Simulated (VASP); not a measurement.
Crystal: SnGeTe3.

```
Sn Ge Te
1.0
     3.51081   -5.23582    0.00000
     3.51081    5.23582    0.00000
     0.00000    0.00000    4.98943
Sn Ge Te
1 1 3
Direct
  0.00000 0.00000 0.50000
  0.00000 0.00000 0.00000
  0.23903 0.76097 0.50000
  0.76097 0.23903 0.50000
  0.50000 0.50000 0.50000
```

The cell was built by a generator and needn't be a form met in nature.

| Quantity | Value |
| --- | --- |
| Program | VASP 6.6.1 |
| Task | relaxation of cell and atoms |
| Functional | PBE |
| Potentials or basis | VASP PAW PBE potentials, release 64 (Sn_d, Ge_d, Te) |
| Cutoff | 520 eV |
| k mesh | 3 × 3 × 3 |
| Occupations | gaussian, width 0.15 eV |
| Spin | no spin polarisation |

At the start: pressure 9.5 GPa; volume 36.69 Å³/atom.

Problem. How do energy, volume and symmetry change on relaxing?

Solution. Over 20 steps the energy falls by 491.4 meV/atom and the volume is 39.44 Å³/atom (+7.5 %); space group Cmmm (No. 65, to 0.05 Å).

The path:
| step | energy change (eV) | largest force (eV/Å) | pressure (GPa) | volume (Å³) |
| --- | --- | --- | --- | --- |
| 1 | 0.0000 | 2.8871 | 9.55 | 183.43 |
| 2 | -1.2479 | 0.0389 | -4.27 | 243.58 |
| 3 | -1.8234 | 0.2439 | -1.44 | 214.77 |
| 4 | -1.8243 | 0.2033 | -1.72 | 216.26 |
| 5 | -1.8246 | 0.2187 | -1.47 | 215.59 |
| 6 | -2.1769 | 0.0299 | -1.20 | 206.92 |
| 7 | -2.2810 | 0.1301 | -0.59 | 202.07 |
| 8 | -2.3492 | 0.3454 | 1.59 | 191.96 |
| 9 | -2.3471 | 0.2321 | 0.47 | 196.30 |
| 10 | -2.3582 | 0.2753 | 0.74 | 194.41 |
| 11 | -2.3586 | 0.3033 | 1.23 | 193.41 |
| 12 | -2.3298 | 0.3286 | 0.99 | 197.34 |
| 13 | -2.4078 | 0.3256 | 1.00 | 195.30 |
| 14 | -2.4347 | 0.2168 | -0.66 | 202.60 |
| 15 | -2.4402 | 0.2456 | -0.39 | 200.33 |
| 16 | -2.4401 | 0.2498 | -0.12 | 200.11 |
| 17 | -2.4402 | 0.2477 | -0.23 | 200.23 |
| 18 | -2.4484 | 0.1968 | -0.15 | 199.07 |
| 19 | -2.4536 | 0.1206 | 0.05 | 197.26 |
| 20 | -2.4572 | 0.0594 | 0.14 | 197.18 |

Final structure:
```
CELL_PARAMETERS angstrom
2.96509 -6.28218 0.00000
2.96509 6.28218 0.00000
0.00000 0.00000 5.29291
ATOMIC_POSITIONS crystal
Sn 0.00000 0.00000 0.50000
Ge 0.00000 0.00000 0.00000
Te 0.24581 0.75419 0.50000
Te 0.75419 0.24581 0.50000
Te 0.50000 0.50000 0.50000
```

Caveat: the k mesh is coarse (spacing up to 0.42 Å⁻¹), so the values aren't converged.
